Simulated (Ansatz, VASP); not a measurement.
Hf2SnS2 in VASP and in Ansatz

INCAR

```
SYSTEM = Hf2SnS2
PREC = Accurate
ENCUT = 600
EDIFF = 1E-6
ISMEAR = 0
SIGMA = 0.1
LREAL = .False.
LASPH = .True.
NELM = 100
ALGO = Normal
ISIF = 3
LWAVE = .False.
LCHARG = .False.
GGA = PE
IBRION = 2
NSW = 100
EDIFFG = -0.01
```

Contents of KPOINTS:

```
Automatic mesh
0
Gamma
  10 10 6
  0 0 0
```

POSCAR

```
Hf2SnS2
1.0
    4.2186548889      0.0000000000      0.0000000000
    0.0000000000      4.2186548889      0.0000000000
    0.0000000000      0.0000000000      6.2794740815
Hf Sn S
2 1 2
Direct
    0.0000000000      0.5000000000      0.5000000000
    0.5000000000      0.0000000000      0.5000000000
    0.0000000000      0.0000000000      0.0000000000
    0.5000000000      0.5000000000      0.2481968854
    0.5000000000      0.5000000000      0.7518031146
```

Input for Ansatz:

```yaml
crystal:
  lattice:
    - [4.2186548889, 0.0, 0.0]
    - [0.0, 4.2186548889, 0.0]
    - [0.0, 0.0, 6.2794740815]
  atoms:
    - { symbol: Hf, position: [0.0, 0.5, 0.5] }
    - { symbol: Hf, position: [0.5, 0.0, 0.5] }
    - { symbol: Sn, position: [0.0, 0.0, 0.0] }
    - { symbol: S, position: [0.5, 0.5, 0.2481968854] }
    - { symbol: S, position: [0.5, 0.5, 0.7518031146] }
basis:
  ecutwfc: 420
kpoints:
  mp_grid: { grid: [10, 10, 6] }
hamiltonian:
  xc: pbe
scf:
  occupations: { method: gaussian, width: 0.1 }
output:
  forces: true
  stress: true
  eigenvalues: true
  write_density: true
  write_potential: true
  elf: true
  volumetric_format: npy
relax:
  adjacent_minimum: "off"
  f_tol: 0.01
  max_steps: 80
  cell: { stress_tol: 0.05 }
```

Change from the starting cell: species swapped into the CeMg2Si2 type (P4/mmm, No. 123).

Alike in both runs: task relaxation of cell and atoms; functional PBE; k mesh 10 × 10 × 6; occupations gaussian, width 0.1 eV; no spin polarisation.

|  | VASP | Ansatz |
| --- | --- | --- |
| version | VASP 6.6.1 | Ansatz 0.2.0 |
| potentials or method | VASP PAW PBE potentials, release 64 (Hf_pv, Sn_d, S) | scalar-relativistic, plane waves, PAW |
| plane-wave cutoff (eV) | 600 | 420 |
| valence electrons in the cell | 46 | 78 |

|  | VASP | Ansatz | Ansatz less VASP |
| --- | --- | --- | --- |
| gap on the k mesh at the Fermi level, each at its own relaxed structure (eV) | none | none | - |
| relaxed volume (Å³/atom) | 22.28 | 22.37 | +0.096 |
| relaxed cell length with the largest relative difference (Å) | 6.286 | 6.297 | +0.0113 |

A gap of «none» marks a metal or a gap that the smearing closes. The two sets of potentials don't hold the same shells in valence.

The runs have no spin-orbit coupling, so splittings on Hf are missing.
